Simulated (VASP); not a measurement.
AlN: energy against strain

AlN (wurtzite, P6_3mc, 10.387 Å³/atom and stress up to 0.06 GPa in the relaxed cell, c along z) under a strain ε along c (axis z), the other axes held. r2SCAN in VASP (plane waves, PAW), 600 eV, 12×12×6 Γ-centred mesh, Gaussian smearing 0.05 eV; ions are relaxed, or left where forces stay under 0.02 eV/Å, within the symmetry of each cell.

Here s stands for strain and y for E less E0.

```csv
strain (%),E less E0 (meV/atom)
-1.50,3.03
-1.00,1.39
-0.50,0.38
0.00,0.00
0.50,0.24
1.00,1.12
1.50,2.62
3.00,?
```

Fit y of the 7 rows that show it with a parabola. Least squares gives y = -0.002 - 0.1364·s + 1.2567·s². Residuals (row less fit): 0.000, -0.001, 0.000, 0.002, -0.004, 0.002, -0.001; standard error 0.003 (degrees of freedom: 4). Twice the quadratic coefficient over the volume, 2 × 1.2567 meV × 10⁴ × 0.1602 / 10.387 Å³, is the elastic constant C33 = 387.7 ± 0.3 GPa (± standard error of the fit, which holds the terms cut off).

Question: Predict the withheld y at s = 3.00 from the fit, and compare with the calculation.

Answer: y = -0.002 - 0.1364 × 3.0 + 1.2567 × 3.0² = 10.899 meV/atom. The calculation gives 10.76 meV/atom, 0.139 meV/atom below the prediction (1.3 % of the range of y in the table). The row lies outside the fitted rows, so this is an extrapolation. The scatter of the fitted rows lies at the last printed digit.

A polynomial of degree 3 through the 12 other runs of the series gives 10.71 there. Rows are the converged runs of the series near zero and its far end, less any whose ions stayed unrelaxed beside relaxed ones; series whose fitted rows scatter by over a few per cent of the range, as at a crossing or softening among them, aren't shown in this form. Most that stay on the fit to the last digits aren't either.
